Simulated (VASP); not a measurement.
## CaMg2: relaxation of cell and atoms with LDA

The system is CaMg2.

```xyz
6
Lattice="6.0897 0.0000 0.0000 -3.0449 5.2739 0.0000 0.0000 0.0000 5.3970" Properties=species:S:1:pos:R:3 pbc="T T T"
Ca    0.0000    3.5159    2.6985
Ca    3.0449    1.7580    2.6985
Mg    4.2267    0.0000    0.0000
Mg   -2.1134    3.6605    0.0000
Mg    0.9315    1.6134    0.0000
Mg    0.0000    0.0000    2.6985
```

The cell comes from a database or a generator and needn't be the stable form of this composition.

```
Program                : VASP 6.6.1
Task                   : relaxation of cell and atoms
Functional             : LDA
Potentials or basis    : VASP PAW LDA potentials, release 64 (Ca_sv, Mg)
Cutoff                 : 600 eV
k mesh                 : 9 × 9 × 6
Occupations            : gaussian, width 0.1 eV
Spin                   : no spin polarisation
Dipole correction      : no
Further INCAR settings : ALGO = Fast; EDIFF = 1e-06; IBRION = 2; EDIFFG = -0.005; NSW = 70; ISIF = 3
```

```
Relaxed volume                         : 26.50 Å³/atom
Relaxed cell                           : a = 5.903 Å, b = 5.903 Å, c = 5.269 Å, α = 90.00°, β = 90.00°, γ = 120.00°
Space group after relaxing (to 0.05 Å) : P-62m (No. 189)
Energy gained by relaxing              : 17.9 meV/atom
Ionic steps                            : 8
Pressure after relaxing                : 0.0 GPa
Band gap on the k mesh                 : none (metal or under the smearing width)
```

The path:
| step | energy change (eV) | largest force (eV/Å) | pressure (GPa) | volume (Å³) |
| --- | --- | --- | --- | --- |
| 1 | 0.0000 | 0.0040 | -2.23 | 173.33 |
| 2 | -0.0953 | 0.0164 | -0.79 | 163.44 |
| 3 | -0.1062 | 0.0233 | -0.05 | 159.30 |
| 4 | -0.1062 | 0.0239 | 0.01 | 159.03 |
| 5 | -0.1067 | 0.0261 | 0.00 | 158.97 |
| 6 | -0.1071 | 0.0307 | 0.01 | 158.87 |
| 7 | -0.1073 | 0.0227 | 0.00 | 158.90 |
| 8 | -0.1076 | 0.0003 | -0.02 | 158.99 |

Final structure:
```
Ca Mg
1.0
     5.90268    0.00000    0.00000
    -2.95134    5.11187    0.00000
     0.00000    0.00000    5.26922
Ca Mg
2 4
Cartesian
  0.0000 3.4079 2.6346
  2.9513 1.7040 2.6346
  4.0826 0.0000 5.2692
  -2.0413 3.5357 0.0000
  0.9100 1.5762 0.0000
  0.0000 0.0000 2.6346
```

Levels at points of the mesh, in eV from the Fermi level:
```
           k point  band 12  band 13  band 14  band 15  band 16  band 17
(0.00, 0.00, 0.00)    -1.00    -0.62    -0.06    -0.02    -0.01    -0.01
(0.00, 0.00, 0.50)    -0.21    -0.18    -0.18     0.13     0.32     0.32
```

Wall time 28 min on 1 thread of Intel(R) Xeon(R) Platinum 8259CL CPU @ 2.50GHz (Skylake/Cascade Lake), with other jobs on the host, peak memory 0.41 GiB.
